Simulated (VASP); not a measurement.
VASP input:

**KPOINTS**
```
Automatic
0
G
  15 15 10
```

File POSCAR:
```
TiIn
8.3090360
  0.3495280319   0.0000000000   0.0000000000
  0.0000000000   0.3495280319   0.0000000000
  0.0000000000   0.0000000000   0.5000000000
Ti In
1 1
Direct
  0.5000000000   0.5000000000   0.5000000000
  0.0000000000   0.0000000000   0.0000000000
```

INCAR:
```
SYSTEM = TiIn
PREC = Accurate; ENCUT = 300; LREAL = .FALSE.
LASPH = .TRUE.
EDIFF = 1E-6; NELM = 100; ALGO = Normal
LMAXMIX = 4
ISMEAR = -1; SIGMA = 0.1
GGA = PS
ISIF = 2
LWAVE = .FALSE.; LCHARG = .FALSE.
```

POTCAR, in this order: Ti_sv In_d (PBE.64 set). Program: vasp_std.

Problem. Translate this PBEsol calculation to Quantum ESPRESSO's pw.x.

Solution. One equivalent input (not run):
```
&CONTROL
  calculation = 'scf'
  pseudo_dir = './pseudo'
  outdir = './out'
  tprnfor = .true.
  tstress = .true.
/
&SYSTEM
  ibrav = 0
  nat = 2
  ntyp = 2
  ecutwfc = 84
  occupations = 'smearing'
  smearing = 'fermi-dirac'
  degauss = 0.00735
  input_dft = 'pbesol'
/
&ELECTRONS
  conv_thr = 7.3e-08
  electron_maxstep = 100
/
ATOMIC_SPECIES
  Ti 47.867 Ti.upf
  In 114.818 In.upf
CELL_PARAMETERS angstrom
     2.9042410    0.0000000    0.0000000
     0.0000000    2.9042410    0.0000000
     0.0000000    0.0000000    4.1545180
ATOMIC_POSITIONS crystal
  Ti   0.5000000  0.5000000  0.5000000
  In   0.0000000  0.0000000  0.0000000
K_POINTS automatic
  15 15 10 0 0 0
```
What does not carry over: the potentials are each code's own (VASP's PAW set, PseudoDojo norm-conserving files in pw.x), so ENCUT and ecutwfc are chosen apart and not converted; conv_thr bounds pw.x's estimated SCF error, while EDIFF bounds the energy change between steps.

The structure comes from a computed database's TiIn entry (P4/mmm); how it stands against other phases isn't given here. The cell was not relaxed at this level, and its volume differs by -5.9 % from the start's.
